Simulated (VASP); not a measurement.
OSZICAR of a VASP run on Ga₄As₃P (ordered alloy cell):

**OSZICAR**
```
       N       E                     dE             d eps       ncg     rms          rms(c)
DAV:   1     0.560737724814E+03    0.56074E+03   -0.28941E+04  1992   0.205E+03
DAV:   2     0.492797388381E+02   -0.51146E+03   -0.49919E+03  2060   0.519E+02
DAV:   3    -0.331124876356E+02   -0.82392E+02   -0.80173E+02  2218   0.160E+02
DAV:   4    -0.378210232743E+02   -0.47085E+01   -0.46829E+01  2342   0.394E+01
DAV:   5    -0.379696307347E+02   -0.14861E+00   -0.14830E+00  2357   0.677E+00    0.670E+00
DAV:   6    -0.372140663730E+02    0.75556E+00   -0.14032E+00  2673   0.151E+01    0.384E+00
DAV:   7    -0.370847677311E+02    0.12930E+00   -0.79451E-01  2358   0.507E+00    0.101E+00
DAV:   8    -0.370795783045E+02    0.51894E-02   -0.17518E-01  2501   0.603E+00    0.235E-01
DAV:   9    -0.370802035471E+02   -0.62524E-03   -0.18733E-02  2320   0.243E+00    0.138E-01
DAV:  10    -0.370804486052E+02   -0.24506E-03   -0.45596E-03  2692   0.790E-01    0.123E-01
DAV:  11    -0.370805802653E+02   -0.13166E-03   -0.95144E-04  2119   0.290E-01    0.691E-02
DAV:  12    -0.370806792277E+02   -0.98962E-04   -0.22984E-04  2249   0.479E-01    0.127E-02
DAV:  13    -0.370806840400E+02   -0.48123E-05   -0.59054E-05  2682   0.108E-01    0.851E-03
DAV:  14    -0.370806866939E+02   -0.26539E-05   -0.11367E-05  2313   0.646E-02    0.382E-03
DAV:  15    -0.370806875134E+02   -0.81949E-06   -0.46590E-06  2015   0.352E-02
   1 F= -.37080688E+02 E0= -.37080688E+02  d E =-.370807E+02
       N       E                     dE             d eps       ncg     rms          rms(c)
DAV:   1    -0.370828797605E+02   -0.21931E-02   -0.48718E-02  2043   0.120E+00    0.255E-01
DAV:   2    -0.370817232499E+02    0.11565E-02   -0.37259E-03  2292   0.684E-01    0.151E-01
DAV:   3    -0.370809902179E+02    0.73303E-03   -0.14868E-03  2221   0.363E-01    0.319E-02
DAV:   4    -0.370810244093E+02   -0.34191E-04   -0.47019E-04  2194   0.152E-01    0.113E-02
DAV:   5    -0.370810232610E+02    0.11482E-05   -0.31615E-05  2268   0.866E-02    0.522E-03
DAV:   6    -0.370810228617E+02    0.39932E-06   -0.77617E-06  2274   0.661E-02
   2 F= -.37081023E+02 E0= -.37081023E+02  d E =-.335348E-03
       N       E                     dE             d eps       ncg     rms          rms(c)
DAV:   1    -0.370810232126E+02    0.48442E-07   -0.71176E-06  2016   0.181E-02    0.319E-03
DAV:   2    -0.370810231034E+02    0.10916E-06   -0.50260E-07  1153   0.106E-02
   3 F= -.37081023E+02 E0= -.37081023E+02  d E =-.335590E-03
       N       E                     dE             d eps       ncg     rms          rms(c)
DAV:   1    -0.370813050620E+02   -0.28185E-03   -0.23361E-02  2316   0.922E-01    0.939E-02
DAV:   2    -0.370812038615E+02    0.10120E-03   -0.13641E-03  2526   0.382E-01    0.458E-02
DAV:   3    -0.370811531493E+02    0.50712E-04   -0.18399E-04  2812   0.102E-01    0.119E-02
DAV:   4    -0.370811518546E+02    0.12947E-05   -0.34615E-05  2148   0.518E-02    0.431E-03
DAV:   5    -0.370811518708E+02   -0.16184E-07   -0.35331E-06  1680   0.320E-02
   4 F= -.37081152E+02 E0= -.37081152E+02  d E =-.128767E-03
```

Which electronic solver shows in the log?

It is blocked Davidson (ALGO = Normal, or the opening steps of other solvers). The INCAR had ALGO = Normal.

Can the final energy be trusted as converged?

Self-consistency was reached. It stopped with EDIFF = 1E-6, NELM = 100, NSW = 60 and EDIFFG = -0.02 after 4 ionic steps (PBEsol GGA, plane waves, VASP's PBE PAW potentials (set 64)).

The structure was generated: Ga4As3P was put into an ordered model structure (R3m), which need not be its known phase. This run relaxes it. Symmetry was kept, so distortions that lower it aren't found. The start is the result of an earlier pass.
